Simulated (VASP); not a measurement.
Output of a VASP run:

**OUTCAR**
```
 ion  position               nearest neighbor table
   1  0.333  0.667  0.250-   2 3.13   2 3.13   2 3.13   2 3.13   2 3.13   2 3.13
   2  0.667  0.333  0.750-   1 3.13   1 3.13   1 3.13   1 3.13   1 3.13   1 3.13
  LATTYP: Found a hexagonal cell.
 ALAT       =     3.1899999670
 C/A-ratio  =     1.5830721167
 Subroutine PRICEL returns:
 Original cell was already a primitive cell.
 Subroutine GETGRP returns: Found 24 space group operations
The static configuration has the point symmetry D_3d.
 The point group associated with its full space group is D_6h.
The dynamic configuration has the point symmetry D_3d.
 Subroutine INISYM returns: Found 24 space group operations
 Subroutine IBZKPT returns following result:
 Found     76 irreducible k-points:

 Following reciprocal coordinates:
            Coordinates               Weight
  0.000000  0.000000  0.000000      1.000000
  0.083333  0.000000  0.000000      6.000000
  0.166667  0.000000  0.000000      6.000000
  0.250000  0.000000  0.000000      6.000000
  0.333333  0.000000  0.000000      6.000000
  0.416667  0.000000  0.000000      6.000000
  0.500000  0.000000  0.000000      3.000000
  0.083333  0.083333  0.000000      6.000000
  0.166667  0.083333  0.000000     12.000000
  0.250000  0.083333  0.000000     12.000000
  0.333333  0.083333  0.000000     12.000000
  0.416667  0.083333  0.000000     12.000000
  0.166667  0.166667  0.000000      6.000000
  0.250000  0.166667  0.000000     12.000000
  0.333333  0.166667  0.000000     12.000000
  0.416667  0.166667  0.000000      6.000000
  0.250000  0.250000  0.000000      6.000000
  0.333333  0.250000  0.000000     12.000000
  0.333333  0.333333  0.000000      2.000000
  0.000000  0.000000  0.142857      2.000000
  0.083333  0.000000  0.142857     12.000000
  0.166667  0.000000  0.142857     12.000000
  0.250000  0.000000  0.142857     12.000000
  0.333333  0.000000  0.142857     12.000000
  0.416667  0.000000  0.142857     12.000000
  0.500000  0.000000  0.142857      6.000000
  0.083333  0.083333  0.142857     12.000000
  0.166667  0.083333  0.142857     24.000000
  0.250000  0.083333  0.142857     24.000000
  0.333333  0.083333  0.142857     24.000000
  0.416667  0.083333  0.142857     24.000000
  0.166667  0.166667  0.142857     12.000000
  0.250000  0.166667  0.142857     24.000000
  0.333333  0.166667  0.142857     24.000000
  0.416667  0.166667  0.142857     12.000000
  0.250000  0.250000  0.142857     12.000000
  0.333333  0.250000  0.142857     24.000000
  0.333333  0.333333  0.142857      4.000000
  0.000000  0.000000  0.285714      2.000000
  0.083333  0.000000  0.285714     12.000000
   k-points           NKPTS =     76   k-points in BZ     NKDIM =     76   number of bands    NBANDS=     14
   number of dos      NEDOS =    301   number of ions     NIONS =      2
   total plane-waves  NPLWV =  23040
   dimension x,y,z NGX =    24 NGY =   24 NGZ =   40
   dimension x,y,z NGXF=    48 NGYF=   48 NGZF=   80
   ions per type =               2
   PREC   = accura    normal or accurate (medium, high low for compatibility)
   ISTART =      0    job   : 0-new  1-cont  2-samecut
   ICHARG =      2    charge: 1-file 2-atom 10-const
   ISPIN  =      1    spin polarized calculation?
   LNONCOLLINEAR =      F non collinear calculations
   LSORBIT =      F    spin-orbit coupling
   INIWAV =      1    electr: 0-lowe 1-rand  2-diag
   ENCUT  =  520.0 eV  38.22 Ry    6.18 a.u.   5.93  5.93  9.39*2*pi/ulx,y,z
   NELM   =    100;   NELMIN=  2; NELMDL= -5     # of ELM steps
   EDIFF  = 0.1E-05   stopping-criterion for ELM
   LREAL  =      F    real-space projection
   NLSPLINE    = F    spline interpolate recip. space projectors
   LMAXMIX     =    6 max onsite mixed and CHGCAR
   VOSKOWN=      0    Vosko Wilk Nusair interpolation
   EDIFFG = -.1E-01   stopping-criterion for IOM
   NSW    =     60    number of steps for IOM
...
```

OSZICAR:
```
       N       E                     dE             d eps       ncg     rms          rms(c)
DAV:   1     0.491955807900E+02    0.49196E+02   -0.11769E+04  2136   0.136E+03
DAV:   2    -0.175312379468E+02   -0.66727E+02   -0.65547E+02  2692   0.273E+02
DAV:   3    -0.196257055527E+02   -0.20945E+01   -0.20444E+01  2890   0.313E+01
DAV:   4    -0.196447194512E+02   -0.19014E-01   -0.19010E-01  2422   0.373E+00
DAV:   5    -0.196450469249E+02   -0.32747E-03   -0.32746E-03  2952   0.383E-01    0.656E+01
DAV:   6    -0.191706731745E+02    0.47437E+00   -0.47127E-01  2254   0.545E+00    0.390E+01
DAV:   7    -0.190042960750E+02    0.16638E+00   -0.82780E-01  2272   0.691E+00    0.198E+00
DAV:   8    -0.189947492977E+02    0.95468E-02   -0.56007E-02  2326   0.181E+00    0.315E-01
DAV:   9    -0.189948519255E+02   -0.10263E-03   -0.11438E-03  3010   0.274E-01    0.219E-01
DAV:  10    -0.189948428386E+02    0.90868E-05   -0.84930E-05  2364   0.744E-02    0.401E-01
DAV:  11    -0.189948437408E+02   -0.90219E-06   -0.18099E-05  2656   0.357E-02    0.239E-02
DAV:  12    -0.189948443431E+02   -0.60226E-06   -0.96331E-07  1676   0.831E-03
   1 F= -.18994844E+02 E0= -.18994798E+02  d E =-.189948E+02
       N       E                     dE             d eps       ncg     rms          rms(c)
DAV:   1    -0.194739351789E+02   -0.47909E+00   -0.12271E+01  2128   0.303E+01    0.885E+00
DAV:   2    -0.191067048703E+02    0.36723E+00   -0.77059E-01  2206   0.716E+00    0.217E+00
DAV:   3    -0.190026739267E+02    0.10403E+00   -0.20186E-01  2200   0.326E+00    0.100E+00
DAV:   4    -0.189890528524E+02    0.13621E-01   -0.36237E-02  2422   0.144E+00    0.693E-01
DAV:   5    -0.189885636891E+02    0.48916E-03   -0.23232E-03  2686   0.306E-01    0.125E-01
DAV:   6    -0.189885740016E+02   -0.10312E-04   -0.91026E-05  2692   0.719E-02    0.572E-02
DAV:   7    -0.189885702010E+02    0.38006E-05   -0.52465E-06  2590   0.178E-02    0.893E-03
DAV:   8    -0.189885702696E+02   -0.68597E-07   -0.12238E-07  1556   0.277E-03
   2 F= -.18988570E+02 E0= -.18988893E+02  d E =0.627407E-02
       N       E                     dE             d eps       ncg     rms          rms(c)
DAV:   1    -0.191547093198E+02   -0.16614E+00   -0.35693E+00  2128   0.164E+01    0.443E+00
DAV:   2    -0.190484514101E+02    0.10626E+00   -0.20491E-01  2152   0.380E+00    0.117E+00
DAV:   3    -0.190167048934E+02    0.31747E-01   -0.67000E-02  2188   0.196E+00    0.643E-01
DAV:   4    -0.190135940160E+02    0.31109E-02   -0.77906E-03  2488   0.691E-01    0.479E-01
DAV:   5    -0.190134010889E+02    0.19293E-03   -0.69748E-04  2656   0.167E-01    0.732E-02
DAV:   6    -0.190134073066E+02   -0.62177E-05   -0.22981E-05  2748   0.364E-02    0.315E-02
DAV:   7    -0.190134061487E+02    0.11579E-05   -0.82102E-07  1632   0.722E-03    0.438E-03
DAV:   8    -0.190134061593E+02   -0.10631E-07   -0.78270E-08  1346   0.216E-03
   3 F= -.19013406E+02 E0= -.19013412E+02  d E =-.185618E-01
```

**OUTCAR**
```
------------------------ aborting loop because EDIFF is reached ----------------------------------------
  FORCE on cell =-STRESS in cart. coord.  units (eV):
  Direction    XX          YY          ZZ          XY          YZ          ZX
  --------------------------------------------------------------------------------------
  Total       -0.0025104     -0.0025104     -0.0169072      0.0000000      0.0000000      0.0000000
  in kB       -0.0872341     -0.0872341     -0.5875171      0.0000000      0.0000000      0.0000000
  external PRESSURE =      -0.2539951 kB  Pullay stress =       0.0000000 kB
  volume of cell :       46.11
      direct lattice vectors                 reciprocal lattice vectors
     1.614195172 -2.795868011  0.000000000     0.309751887 -0.178835338  0.000000000
     1.614195172  2.795868011  0.000000000     0.309751887  0.178835338  0.000000000
    -0.000000000  0.000000000  5.108102160     0.000000000  0.000000000  0.195767424
 POSITION                                       TOTAL-FORCE (eV/Angst)
 -----------------------------------------------------------------------------------
      1.61420      0.93196      1.27703         0.000000     -0.000000      0.000000
      1.61420     -0.93196      3.83108        -0.000000      0.000000      0.000000
 -----------------------------------------------------------------------------------
    total drift:                               -0.000006      0.000187     -0.000016
  FREE ENERGIE OF THE ION-ELECTRON SYSTEM (eV)
  ---------------------------------------------------
  free  energy   TOTEN  =       -19.0134061593 eV

  energy  without entropy=      -19.0134248909  energy(sigma->0) =      -19.01341240

 reached required accuracy - stopping structural energy minimisation
```
(Selected blocks of OUTCAR.)

File POSCAR:
```
Hf
1
    1.5950000000    -2.7626210000     0.0000000000
    1.5950000000     2.7626210000     0.0000000000
    0.0000000000     0.0000000000     5.0500000000
Hf
2
Direct
  0.3333330000   0.6666670000   0.2500000000
  0.6666670000   0.3333330000   0.7500000000
```

### Question
Reconstruct the remaining input files.

### Answer
One answer among several that fit: the input of the run itself, RPBE GGA, plane waves, VASP's PBE PAW potentials (set 64).

### INCAR
```
ALGO = Normal
EDIFF = 1E-6
EDIFFG = -0.01
ENCUT = 520
GGA = RP
IBRION = 2
ISIF = 3
ISMEAR = 1
LASPH = .TRUE.
LCHARG = .FALSE.
LMAXMIX = 6
LREAL = .FALSE.
LWAVE = .FALSE.
NELM = 100
NSW = 60
PREC = Accurate
SIGMA = 0.1
SYSTEM = Hf
```

### KPOINTS
```
Automatic mesh
0
Gamma
12 12 7
0 0 0
```

POTCAR, in this order: Hf_pv (PBE.64 set). Program: vasp_std.

Energy and stress use the plane-wave basis of the starting cell.

The compound is Hf in the hcp structure. This run relaxes it. Symmetry was kept, so distortions that lower it aren't found.
